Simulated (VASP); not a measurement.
An input for Quantum ESPRESSO's pw.x (written as the equivalent of a VASP run, and not itself run):

```
&CONTROL
  calculation = 'vc-relax'
  pseudo_dir = './pseudo'
  outdir = './out'
  tprnfor = .true.
  tstress = .true.
  nstep = 40
  forc_conv_thr = 0.00078
/
&SYSTEM
  ibrav = 0
  nat = 2
  ntyp = 2
  ecutwfc = 46
  occupations = 'smearing'
  smearing = 'gaussian'
  degauss = 0.003675
  input_dft = 'pbesol'
/
&ELECTRONS
  conv_thr = 7.3e-08
  electron_maxstep = 100
/
&IONS
/
&CELL
  press = 300
/
ATOMIC_SPECIES
  Rb 85.468 Rb.upf
  Br 79.904 Br.upf
CELL_PARAMETERS angstrom
     0.0000000    2.9479592    2.9479592
     2.9479592    0.0000000    2.9479592
     2.9479592    2.9479592    0.0000000
ATOMIC_POSITIONS crystal
  Rb   0.0000000  0.0000000  0.0000000
  Br   0.5000000  0.5000000  0.5000000
K_POINTS automatic
  8 8 8 0 0 0
```

Task: Write the VASP files for the same calculation (PBEsol).

Result: Several could match; the one computed here: 
INCAR:
```
LWAVE  =  F
NSW  =  40   # most ionic steps
LASPH  =  T   # aspherical one-centre terms
PREC  =  Accurate
PSTRESS  =  300
NELM  =  100   # most electronic steps
ENCUT  =  500   # plane-wave cut-off (eV)
EDIFFG  =  -0.02   # ionic stop
ISIF  =  3   # ions, shape and volume
EDIFF  =  1E-6
LCHARG  =  F
GGA  =  PS   # PBEsol
LMAXMIX  =  4
LREAL  =  F
SIGMA  =  0.05
SYSTEM  =  RbBr
ISMEAR  =  0
IBRION  =  2
ALGO  =  Normal
```

### POSCAR
```
RbBr
1.0
  0.0000000000   2.9479591918   2.9479591918
  2.9479591918   0.0000000000   2.9479591918
  2.9479591918   2.9479591918   0.0000000000
Rb Br
1 1
direct
  0.0000000000   0.0000000000   0.0000000000
  0.5000000000   0.5000000000   0.5000000000
```

KPOINTS:
```
Automatic mesh
0
Gamma
8 8 8
0 0 0
```

POTCAR, in this order: Rb_sv Br (PBE.64 set). Program: vasp_std.

The two are equivalent in intent, not identical: the potentials are each code's own (VASP's PAW set, PseudoDojo norm-conserving files in pw.x), so ENCUT and ecutwfc are chosen apart and not converted; conv_thr bounds pw.x's estimated SCF error, while EDIFF bounds the energy change between steps; forc_conv_thr acts on force components and is met together with etot_conv_thr.

The compound is RbBr in the rock salt structure. This run relaxes it under an external pressure of 30 GPa. Symmetry was kept, so distortions that lower it aren't found.
